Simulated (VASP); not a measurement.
An input for Quantum ESPRESSO's pw.x (written as the equivalent of a VASP run, and not itself run):

```
&CONTROL
  calculation = 'vc-relax'
  pseudo_dir = './pseudo'
  outdir = './out'
  tprnfor = .true.
  tstress = .true.
  nstep = 60
  forc_conv_thr = 0.00039
/
&SYSTEM
  ibrav = 0
  nat = 2
  ntyp = 2
  ecutwfc = 102
  occupations = 'smearing'
  smearing = 'gaussian'
  degauss = 0.003675
  input_dft = 'pbe'
/
&ELECTRONS
  conv_thr = 7.3e-08
  electron_maxstep = 100
/
&IONS
/
&CELL
/
ATOMIC_SPECIES
  Cd 112.414 Cd.upf
  S 32.060 S.upf
CELL_PARAMETERS angstrom
     0.0000000    2.9429550    2.9429550
     2.9429550    0.0000000    2.9429550
     2.9429550    2.9429550    0.0000000
ATOMIC_POSITIONS crystal
  Cd   0.0000000  0.0000000  0.0000000
  S    0.2500000  0.2500000  0.2500000
K_POINTS automatic
  7 7 7 0 0 0
```

Write the VASP files for the same calculation (PBE).

One answer among several that fit: 
**INCAR**
```
! general
SYSTEM =CdS
PREC   =Accurate
ENCUT  =400
LREAL  =.False.
LASPH  =.True.

! electronic loop
EDIFF  =1E-6
NELM   =100
ALGO   =Normal
LMAXMIX=4

! smearing
ISMEAR =0
SIGMA  =0.05

! functional
GGA    =PE

! ions
IBRION =2
NSW    =60
ISIF   =3
EDIFFG =-0.01

! output
LWAVE  =.False.
LCHARG =.False.
```

**KPOINTS**
```
K-points
0
Gamma
 7 7 7
```

**POSCAR**
```
CdS
1
    0.0000000000     2.9429550000     2.9429550000
    2.9429550000     0.0000000000     2.9429550000
    2.9429550000     2.9429550000     0.0000000000
Cd S
1 1
Direct
  0.0000000000   0.0000000000   0.0000000000
  0.2500000000   0.2500000000   0.2500000000
```

POTCAR, in this order: Cd S (PBE.64 set). Program: vasp_std.

Limits of the translation: the potentials are each code's own (VASP's PAW set, PseudoDojo norm-conserving files in pw.x), so ENCUT and ecutwfc are chosen apart and not converted; conv_thr bounds pw.x's estimated SCF error, while EDIFF bounds the energy change between steps; forc_conv_thr acts on force components and is met together with etot_conv_thr.

The structure comes from a computed database's CdS entry (F-43m); how it stands against other phases isn't given here. This run relaxes it. Symmetry was kept, so distortions that lower it aren't found.
